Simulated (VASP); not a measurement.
# Zone-centre spectra of AlN, part 3 of 3

Wanted: which zone-centre modes of AlN show in Raman and infrared light. The cell is of the zinc-blende type, one of the forms listed for this formula. The start is a computed cell from the Materials Project.

VASP 6.6.1, plane waves and PAW; the level of theory is named at each step.

So far. Step 3 (Relaxation): The forces stay under 1e-4 eV/Å, and the volume now lies -1.2 % from that of the session's start. Step 4 (Modes at the zone centre): The mean electronic (clamped-ion) dielectric constant is 4.55. The three acoustic modes come out within 0.011 cm⁻¹ of zero.

### 5. Dielectric tensor along a mode, amplitude 0.05

This step: LDA, displaced atoms; plane waves and PAW (Al, N) (VASP 6.6.1).

The atoms are moved both ways along each mode that the steps below name, by 0.05 amu^½ Å of its normal coordinate; the derivative of the dielectric tensor, times V/4π, is the Raman tensor. Where modes are degenerate one is taken, since partners share the powder averages.

INCAR reads:

```
SYSTEM = AlN
PREC = Accurate
ENCUT = 520
EDIFF = 1E-08
NELM = 100
ISMEAR = 0
SIGMA = 0.01
LREAL = .FALSE.
ALGO = Normal
GGA = CA
NBANDS = 10
LWAVE = .FALSE.
LCHARG = .FALSE.
KPAR = 2
LEPSILON = .TRUE.
```

POSCAR reads:

```
AlN
1.0
    0.0000000000      2.1754113981      2.1754113981
    2.1754113981      0.0000000000      2.1754113981
    2.1754113981      2.1754113981      0.0000000000
Al N
1 1
Direct
    0.0012931194     -0.0012931194      0.0012931194
    0.2475084868      0.2524915132      0.2475084868
```

KPOINTS reads:

```
Automatic mesh
0
Gamma
10 10 10
0 0 0
```

The projector-augmented-wave data sets are Al and N (PBE family, release 64).

Run with:

```bash
mpirun -np 2 vasp_std
```

The program printed:

```text
[... set-up lines as in an earlier step ...]
 entering main loop
       N       E                     dE             d eps       ncg     rms          rms(c)
DAV:   1     0.953860934393E+01    0.95386E+01   -0.39561E+03  3524   0.668E+02
DAV:   2    -0.178442221898E+02   -0.27383E+02   -0.26282E+02  4196   0.142E+02
DAV:   3    -0.187293472776E+02   -0.88513E+00   -0.88376E+00  4036   0.251E+01
DAV:   4    -0.187337043009E+02   -0.43570E-02   -0.43567E-02  3842   0.188E+00
DAV:   5    -0.187337559534E+02   -0.51653E-04   -0.51652E-04  3896   0.199E-01    0.831E+00
DAV:   6    -0.164252564924E+02    0.23085E+01   -0.12074E+01  3800   0.185E+01    0.277E+00
DAV:   7    -0.163853517522E+02    0.39905E-01   -0.12609E-01  3678   0.310E+00    0.192E+00
DAV:   8    -0.163578868118E+02    0.27465E-01   -0.31299E-02  3704   0.168E+00    0.460E-01
DAV:   9    -0.163571818825E+02    0.70493E-03   -0.18970E-03  3882   0.298E-01    0.199E-01
DAV:  10    -0.163571832539E+02   -0.13713E-05   -0.99518E-05  3702   0.752E-02    0.186E-02
DAV:  11    -0.163571826572E+02    0.59670E-06   -0.18219E-06  3904   0.851E-03    0.635E-03
DAV:  12    -0.163571826817E+02   -0.24516E-07   -0.10068E-07  3792   0.283E-03    0.164E-03
DAV:  13    -0.163571826720E+02    0.96886E-08   -0.45001E-08  3548   0.138E-03
   1 F= -.16357183E+02 E0= -.16357183E+02  d E =-.181832E-95
 Linear response reoptimize wavefunctions to high precision
DAV:   1    -0.163571826723E+02   -0.23954E-09   -0.16133E-09  2386   0.320E-04
DAV:   2    -0.163571826723E+02   -0.89244E-11   -0.11155E-10  1920   0.104E-04
 Linear response G [H, r] |phi>, progress :
  Direction:   1
       N       E                     dE             d eps       ncg     rms
RMM:   1    -0.318657544845E+02   -0.31866E+02    0.22934E+01  8358   0.493E+01
RMM:   2    -0.295087218228E+02    0.23570E+01   -0.11417E+00  5469   0.952E+00
RMM:   3    -0.295229983914E+02   -0.14277E-01   -0.10342E-02  5573   0.990E-01
RMM:   4    -0.295235826365E+02   -0.58425E-03    0.11496E-04  5874   0.133E-01
RMM:   5    -0.295236159010E+02   -0.33265E-04    0.24826E-05  5989   0.189E-02
RMM:   6    -0.295236178847E+02   -0.19837E-05    0.11425E-05  6231   0.309E-03
RMM:   7    -0.295236187348E+02   -0.85016E-06    0.23722E-06  6237   0.639E-04
RMM:   8    -0.295236187860E+02   -0.51210E-07    0.32895E-06  5647   0.278E-04
RMM:   9    -0.295236188374E+02   -0.51336E-07    0.18251E-06  4519   0.235E-04
RMM:  10    -0.295236188643E+02   -0.26939E-07    0.11431E-06  4184   0.234E-04
RMM:  11    -0.295236188733E+02   -0.90311E-08   -0.12261E-06  3687   0.234E-04
RMM:  12    -0.295236189145E+02   -0.41139E-07    0.23539E-07  2979   0.234E-04
 Linear response G [H, r] |phi>, progress :
  Direction:   2
       N       E                     dE             d eps       ncg     rms
RMM:   1    -0.317520547526E+02   -0.31752E+02    0.25093E+01  8211   0.493E+01
RMM:   2    -0.291260407067E+02    0.26260E+01   -0.11913E+00  5422   0.948E+00
RMM:   3    -0.291364846222E+02   -0.10444E-01   -0.12849E-02  5533   0.986E-01
RMM:   4    -0.291368532321E+02   -0.36861E-03   -0.13776E-04  5813   0.133E-01
RMM:   5    -0.291368636352E+02   -0.10403E-04    0.34603E-06  5925   0.189E-02
RMM:   6    -0.291368644455E+02   -0.81025E-06    0.17532E-06  6168   0.306E-03
RMM:   7    -0.291368646423E+02   -0.19680E-06   -0.12065E-06  6089   0.610E-04
RMM:   8    -0.291368646613E+02   -0.19007E-07   -0.25015E-06  5531   0.246E-04
RMM:   9    -0.291368646560E+02    0.53178E-08    0.42307E-07  4413   0.203E-04
RMM:  10    -0.291368646543E+02    0.16447E-08    0.75614E-07  4085   0.202E-04
RMM:  11    -0.291368646550E+02   -0.67878E-09    0.31416E-06  3512   0.203E-04
RMM:  12    -0.291368646549E+02    0.88001E-10    0.98460E-07  2869   0.203E-04
 Linear response G [H, r] |phi>, progress :
  Direction:   3
       N       E                     dE             d eps       ncg     rms
RMM:   1    -0.315968854950E+02   -0.31597E+02    0.27653E+01  8316   0.493E+01
RMM:   2    -0.287363593512E+02    0.28605E+01   -0.11846E+00  5476   0.955E+00
RMM:   3    -0.287501870698E+02   -0.13828E-01   -0.11306E-02  5568   0.994E-01
RMM:   4    -0.287507212001E+02   -0.53413E-03    0.92155E-05  5874   0.134E-01
RMM:   5    -0.287507530859E+02   -0.31886E-04    0.22120E-05  5989   0.190E-02
RMM:   6    -0.287507549644E+02   -0.18785E-05    0.97657E-06  6211   0.309E-03
RMM:   7    -0.287507557915E+02   -0.82714E-06    0.87312E-07  6202   0.617E-04
RMM:   8    -0.287507558585E+02   -0.66967E-07   -0.10342E-06  5616   0.249E-04
RMM:   9    -0.287507558789E+02   -0.20420E-07    0.75900E-07  4510   0.204E-04
RMM:  10    -0.287507559045E+02   -0.25635E-07    0.11471E-06  4160   0.204E-04
RMM:  11    -0.287507559111E+02   -0.65578E-08    0.11454E-06  3637   0.204E-04
RMM:  12    -0.287507559210E+02   -0.99057E-08    0.58243E-07  2966   0.204E-04
 Linear response to external field (no local field effect), progress :
  Direction:   1
       N       E                     dE             d eps       ncg     rms          rms(c)
RMM:   1    -0.216799518543E+00   -0.21680E+00   -0.78452E-01  7742   0.220E+00
RMM:   2    -0.222323694307E+00   -0.55242E-02   -0.19241E-03  5476   0.302E-01
RMM:   3    -0.222345414045E+00   -0.21720E-04   -0.28922E-05  5604   0.328E-02
RMM:   4    -0.222345921345E+00   -0.50730E-06   -0.51536E-07  5805   0.441E-03
RMM:   5    -0.222345929070E+00   -0.77249E-08   -0.12969E-08  5638   0.707E-04
 change of polarisation eV/A/(eV/A) component  1 :     0.445     0.063    -0.002
 dielectric tensor                  component  1 :     4.908     0.551    -0.015
 Linear response to external field (no local field effect), progress :
  Direction:   2
       N       E                     dE             d eps       ncg     rms          rms(c)
RMM:   1    -0.209539692690E+00   -0.20954E+00   -0.74832E-01  7620   0.217E+00
RMM:   2    -0.214599605650E+00   -0.50599E-02   -0.18520E-03  5475   0.295E-01
RMM:   3    -0.214620431867E+00   -0.20826E-04   -0.26989E-05  5524   0.317E-02
RMM:   4    -0.214620905403E+00   -0.47354E-06   -0.46847E-07  5706   0.423E-03
RMM:   5    -0.214620913386E+00   -0.79832E-08   -0.97749E-09  5569   0.675E-04
 change of polarisation eV/A/(eV/A) component  2 :     0.063     0.429     0.052
 dielectric tensor                  component  2 :     0.551     4.772     0.461
 Linear response to external field (no local field effect), progress :
  Direction:   3
       N       E                     dE             d eps       ncg     rms          rms(c)
RMM:   1    -0.201710808692E+00   -0.20171E+00   -0.70678E-01  7723   0.215E+00
RMM:   2    -0.206809182409E+00   -0.50984E-02   -0.17744E-03  5484   0.292E-01
RMM:   3    -0.206828809783E+00   -0.19627E-04   -0.26009E-05  5603   0.314E-02
RMM:   4    -0.206829257976E+00   -0.44819E-06   -0.46337E-07  5797   0.420E-03
RMM:   5    -0.206829264980E+00   -0.70038E-08   -0.11473E-08  5652   0.673E-04
 change of polarisation eV/A/(eV/A) component  3 :    -0.002     0.052     0.414
 dielectric tensor                  component  3 :    -0.015     0.461     4.635
 Linear response to external field, progress :
  Direction:   1
       N       E                     dE             d eps       ncg     rms          rms(c)
RMM:   1    -0.209255005940E+00   -0.20926E+00   -0.74565E-01 22880   0.217E+00
RMM:   2    -0.214566338168E+00   -0.53113E-02   -0.18488E-03 16178   0.297E-01    0.683E-01
RMM:   3    -0.207973489277E+00    0.65928E-02   -0.33172E-03 15888   0.370E-01    0.401E-01
RMM:   4    -0.214729830832E+00   -0.67563E-02   -0.46922E-03 16130   0.451E-01    0.507E-02
RMM:   5    -0.215829078318E+00   -0.10992E-02   -0.77927E-05 16783   0.748E-02    0.888E-03
RMM:   6    -0.215927185022E+00   -0.98107E-04   -0.50959E-07 17272   0.636E-03    0.385E-03
RMM:   7    -0.215966458127E+00   -0.39273E-04   -0.56340E-08 17088   0.203E-03    0.244E-04
RMM:   8    -0.215968125714E+00   -0.16676E-05   -0.61094E-11 18314   0.202E-04    0.970E-05
RMM:   9    -0.215968090800E+00    0.34913E-07    0.51612E-10 13886   0.693E-05    0.417E-06
 change of polarisation eV/A/(eV/A) component  1 :     0.404     0.000    -0.002
 dielectric tensor                  component  1 :     4.547     0.000    -0.016
 Linear response to external field, progress :
  Direction:   2
       N       E                     dE             d eps       ncg     rms          rms(c)
RMM:   1    -0.209539692690E+00   -0.20954E+00   -0.74832E-01  7620   0.217E+00
RMM:   2    -0.214599857776E+00   -0.50602E-02   -0.18519E-03  5475   0.295E-01    0.683E-01
RMM:   3    -0.208004087890E+00    0.65958E-02   -0.33203E-03  5313   0.370E-01    0.401E-01
RMM:   4    -0.214752680600E+00   -0.67486E-02   -0.46921E-03  5376   0.450E-01    0.508E-02
RMM:   5    -0.215823053956E+00   -0.10704E-02   -0.74490E-05  5615   0.733E-02    0.964E-03
RMM:   6    -0.215945135225E+00   -0.12208E-03   -0.68773E-07  5776   0.699E-03    0.475E-03
RMM:   7    -0.215997658118E+00   -0.52523E-04   -0.10522E-07  5718   0.259E-03    0.260E-04
RMM:   8    -0.215999786054E+00   -0.21279E-05   -0.13709E-09  6092   0.235E-04    0.136E-04
RMM:   9    -0.216000394354E+00   -0.60830E-06   -0.47888E-10  4916   0.830E-05    0.828E-06
 change of polarisation eV/A/(eV/A) component  2 :     0.061     0.404     0.051
 dielectric tensor                  component  2 :     0.539     4.548     0.448
 Linear response to external field, progress :
  Direction:   3
       N       E                     dE             d eps       ncg     rms          rms(c)
RMM:   1    -0.209255088378E+00   -0.20926E+00   -0.74565E-01 22880   0.217E+00
RMM:   2    -0.214566334191E+00   -0.53112E-02   -0.18489E-03 16182   0.297E-01    0.683E-01
RMM:   3    -0.207973510946E+00    0.65928E-02   -0.33171E-03 15888   0.370E-01    0.401E-01
RMM:   4    -0.214729840547E+00   -0.67563E-02   -0.46919E-03 16133   0.450E-01    0.507E-02
RMM:   5    -0.215829048044E+00   -0.10992E-02   -0.77956E-05 16783   0.748E-02    0.888E-03
RMM:   6    -0.215927177377E+00   -0.98129E-04   -0.51429E-07 17269   0.636E-03    0.385E-03
RMM:   7    -0.215966460178E+00   -0.39283E-04   -0.57478E-08 17080   0.203E-03    0.244E-04
RMM:   8    -0.215968127465E+00   -0.16673E-05   -0.53747E-10 18306   0.203E-04    0.974E-05
RMM:   9    -0.215968098179E+00    0.29286E-07    0.68941E-11 13868   0.701E-05    0.416E-06
 change of polarisation eV/A/(eV/A) component  3 :    -0.002    -0.000     0.404
 dielectric tensor                  component  3 :    -0.016    -0.000     4.547
 Born effective charges drift removed
```

It took 49 s on 2 MPI ranks of Intel Xeon 6975P-C (Granite Rapids), shared host; peak memory 0.69 GiB; 96 s of CPU time.

OUTCAR, selected parts (step 5):

```text
   k-points           NKPTS =    171   k-points in BZ     NKDIM =    171   number of bands    NBANDS=     10

   NELECT =       8.0000    total number of electrons

  Total        0.0066466     -0.0004863      0.0066466      0.0000000      0.0000000      0.1570472
  in kB        0.5171934     -0.0378422      0.5171934      0.0000000      0.0000000     12.2204351
  external PRESSURE =       0.3321815 kB  Pullay stress =       0.0000000 kB

 POSITION                                       TOTAL-FORCE (eV/Angst)
 -----------------------------------------------------------------------------------
      2.17541      0.00563      2.17541        -0.000000     -0.248124     -0.000000
      1.08771      1.07687      1.08771         0.000000      0.248124      0.000000
 -----------------------------------------------------------------------------------
    total drift:                               -0.000000     -0.000023      0.000000

 MACROSCOPIC STATIC DIELECTRIC TENSOR (including local field effects in DFT)
 ------------------------------------------------------
           4.547473     0.000000    -0.015883
          -0.000000     4.547983     0.000000
          -0.015883     0.000000     4.547473
 ------------------------------------------------------

 PIEZOELECTRIC TENSOR (including local field effects)  for field in x, y, z        (C/m^2)
          XX          YY          ZZ          XY          YZ          ZX
  --------------------------------------------------------------------------------
  x     0.00000     0.00000     0.00000     0.00730    -0.60120     0.00000
  y    -0.00042     0.00837    -0.00042     0.00000     0.00000    -0.60084
  z     0.00000     0.00000     0.00000    -0.60120     0.00730     0.00000

 BORN EFFECTIVE CHARGES (including local field effects) (in |e|, cummulative output)
 ---------------------------------------------------------------------------------
 ion    1
    1     2.53088     0.00000    -0.00274
    2     0.00000     2.53114     0.00000
    3    -0.00274     0.00000     2.53088
 ion    2
    1    -2.53088     0.00000     0.00274
    2     0.00000    -2.53114     0.00000
    3     0.00274     0.00000    -2.53088

[... 4 parts as in an earlier step ...]

[... 6 further parts left out ...]
```

This step gave:

```yaml
fermi_energy: 6.004 eV
pressure: 0.03322 GPa
gap_on_the_k_mesh: 3.185 eV
least_direct_gap_on_the_k_mesh: 4.293 eV
```

Electronic dielectric tensor with local fields:

```
 4.55  0.00 -0.02
 0.00  4.55  0.00
-0.02  0.00  4.55
```

Born effective charge (e), principal values of the symmetric part by kind of site:

```tsv
atom	atoms with these values	low	middle	high	mean
Al1	1	2.53	2.53	2.53	2.53
N2	1	-2.53	-2.53	-2.53	-2.53
```

In full for Al1:

```
2.53 0.00 0.00
0.00 2.53 0.00
0.00 0.00 2.53
```

Piezoelectric tensor with clamped ions (C/m²), by row:

```tsv
field	xx	yy	zz	xy	yz	zx
x	0	0	0	0.0073	-0.6012	0
y	-4.20e-4	0.00837	-4.20e-4	0	0	-0.6008
z	0	0	0	-0.6012	0.0073	0
```

The principal values of the electronic dielectric tensor with local fields are 4.53, 4.55 and 4.56. Mean Born effective charge: Al1 2.53, N2 -2.53 e.

### 6. Dielectric tensor along a mode, amplitude -0.05

The same response, for the next move.

INCAR is that of step 5.

POSCAR reads:

```
AlN
1.0
    0.0000000000      2.1754113981      2.1754113981
    2.1754113981      0.0000000000      2.1754113981
    2.1754113981      2.1754113981      0.0000000000
Al N
1 1
Direct
   -0.0012931194      0.0012931194     -0.0012931194
    0.2524915132      0.2475084868      0.2524915132
```

KPOINTS is that of step 5.

Run with:

```bash
mpirun -np 2 vasp_std
```

The program printed:

```text
[... set-up lines as in an earlier step ...]
 entering main loop
       N       E                     dE             d eps       ncg     rms          rms(c)
DAV:   1     0.953355326052E+01    0.95336E+01   -0.39559E+03  3524   0.668E+02
DAV:   2    -0.178428888124E+02   -0.27376E+02   -0.26280E+02  4190   0.142E+02
DAV:   3    -0.187292780059E+02   -0.88639E+00   -0.88499E+00  4014   0.251E+01
DAV:   4    -0.187337032981E+02   -0.44253E-02   -0.44250E-02  3848   0.190E+00
[...]
DAV:  11    -0.163571826549E+02    0.59570E-06   -0.18463E-06  3900   0.857E-03    0.640E-03
DAV:  12    -0.163571826788E+02   -0.23950E-07   -0.10145E-07  3794   0.284E-03    0.166E-03
DAV:  13    -0.163571826690E+02    0.97903E-08   -0.45663E-08  3520   0.139E-03
   1 F= -.16357183E+02 E0= -.16357183E+02  d E =-.156955E-94
 Linear response reoptimize wavefunctions to high precision
DAV:   1    -0.163571826693E+02   -0.22550E-09   -0.16389E-09  2408   0.322E-04
DAV:   2    -0.163571826693E+02   -0.15973E-10   -0.11313E-10  1914   0.105E-04
 Linear response G [H, r] |phi>, progress :
  Direction:   1
[...]
change of polarisation eV/A/(eV/A) component  2 :     0.061     0.404     0.051
 dielectric tensor                  component  2 :     0.534     4.548     0.452
 Linear response to external field, progress :
  Direction:   3
       N       E                     dE             d eps       ncg     rms          rms(c)
RMM:   1    -0.209254854123E+00   -0.20925E+00   -0.74565E-01 22880   0.217E+00
RMM:   2    -0.214566106279E+00   -0.53113E-02   -0.18489E-03 16180   0.297E-01    0.683E-01
RMM:   3    -0.207973283357E+00    0.65928E-02   -0.33170E-03 15890   0.370E-01    0.401E-01
RMM:   4    -0.214729621775E+00   -0.67563E-02   -0.46918E-03 16131   0.450E-01    0.507E-02
RMM:   5    -0.215828863416E+00   -0.10992E-02   -0.78065E-05 16788   0.748E-02    0.888E-03
RMM:   6    -0.215926973552E+00   -0.98110E-04   -0.53598E-07 17271   0.636E-03    0.385E-03
RMM:   7    -0.215966256640E+00   -0.39283E-04   -0.60655E-08 17089   0.203E-03    0.244E-04
RMM:   8    -0.215967924015E+00   -0.16674E-05   -0.33342E-10 18313   0.200E-04    0.974E-05
RMM:   9    -0.215967894061E+00    0.29954E-07    0.44062E-10 13829   0.669E-05    0.415E-06
 change of polarisation eV/A/(eV/A) component  3 :     0.002    -0.000     0.404
 dielectric tensor                  component  3 :     0.016    -0.000     4.547
 Born effective charges drift removed
```

The job ended after 52 s (2 MPI ranks; peak memory 0.7 GiB).

From OUTCAR (step 6):

```text
  Total        0.0066464     -0.0004864      0.0066464      0.0000000      0.0000000     -0.1570475
  in kB        0.5171793     -0.0378466      0.5171793      0.0000000      0.0000000    -12.2204555
  external PRESSURE =       0.3321707 kB  Pullay stress =       0.0000000 kB

 POSITION                                       TOTAL-FORCE (eV/Angst)
 -----------------------------------------------------------------------------------
      2.17541      4.34520      2.17541        -0.000000      0.248125     -0.000000
      1.08771      1.09855      1.08771         0.000000     -0.248125      0.000000
 -----------------------------------------------------------------------------------
    total drift:                                0.000000      0.000022      0.000000

 MACROSCOPIC STATIC DIELECTRIC TENSOR (including local field effects in DFT)
 ------------------------------------------------------
           4.547469     0.000000     0.015890
           0.000000     4.547979     0.000000
           0.015890     0.000000     4.547469
 ------------------------------------------------------

[... 2 parts as in an earlier step ...]
```

Numbers from this step:

* Fermi energy: 6.003 eV

Electronic dielectric tensor with local fields:

```
4.55 0.00 0.02
0.00 4.55 0.00
0.02 0.00 4.55
```

Between the two moves along the mode at 667 cm⁻¹ the tensors differ most in xz: forward less backward gives -0.0318.

### 7. Summary

This step: Raman activities from finite differences of the dielectric tensor, LDA; plane waves and PAW (VASP 6.6.1).

Derived from the runs above.

Raman lines, with heights relative to the strongest:

```tsv
position (cm⁻¹)	lines merged	powder activity 45 a^2 + 7 b^2, relative
667	3	100
```

Off resonance, transverse modes. Raman, by row:

```tsv
frequency (cm⁻¹)	mean derivative a (Å²/amu^0.5)	anisotropy b² (Å^4/amu)	activity (Å^4/amu)	infrared strength (e²/amu)
666.8	6.55e-5	0.8131	5.691	0.6946
666.8	6.55e-5	0.8131	5.691	0.6946
666.8	6.55e-5	0.8131	5.691	0.6946
```

### 8. Summary of results

```json
{"Raman lines above 2 % of the strongest": "666.8 cm⁻¹"}
```

What this shows: With degenerate and close partners summed, the strongest Raman line lies at 666.8 cm⁻¹. Summed alike, the strongest infrared line lies at 666.8 cm⁻¹. Without a centre of inversion, modes can be both Raman and infrared active; their longitudinal partners appear in a spectrum too. With one polar mode the Lyddane-Sachs-Teller relation puts the longitudinal line at 900 cm⁻¹. Activities are off resonance and without the thermal factor, and their mesh wasn't tested for convergence. Not tabulated here, as repeats of values shown or as unfit to read for their mesh, reference level or band range: gaps (relaxation).

[Lines on the potential files, build, host, timing and source positions are cut from VASP's logs without a mark.]

[Logs are printed without paths, hosts, clocks, repeated set-up lines and the standing remarks that a program may print on its own settings, such as how far it seeks lower states.]

[Hosts, paths, dates, database ids (printed as entryN), source tags and the programs' standing remarks are cut or masked in the printed files.]
